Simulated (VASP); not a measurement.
Energy against volume of Hf (hcp). All values below come from rev-vdW-DF2, VASP's PBE PAW potentials (set 64) (plane waves; VASP). Numerical set-up: 520 eV cut-off, 13×13×7 Γ-centred mesh, first-order Methfessel-Paxton smearing of 0.10 eV, potentials Hf_pv.

Shape and ions are relaxed at each volume.

```
V (Å³/atom)  E (eV/atom)
-----------  -----------
21.238          -7.80238
21.895          -7.80990
22.552          -7.80347
23.209          -7.78473
```

Problem. Fit these four points and predict the energy of the run at 20.582 Å³/atom.

Solution. A cubic in V^(−2/3), the third-order Birch-Murnaghan form, passes through the four points with V0 = 21.91 Å³/atom and B0 = 113 GPa, and gives -7.7791 eV/atom there. The run gave -7.7791 eV/atom, +0.0 meV/atom from the fit; all five points give B0 = 113 GPa.

The compound is Hf in the hcp structure. It was relaxed first.
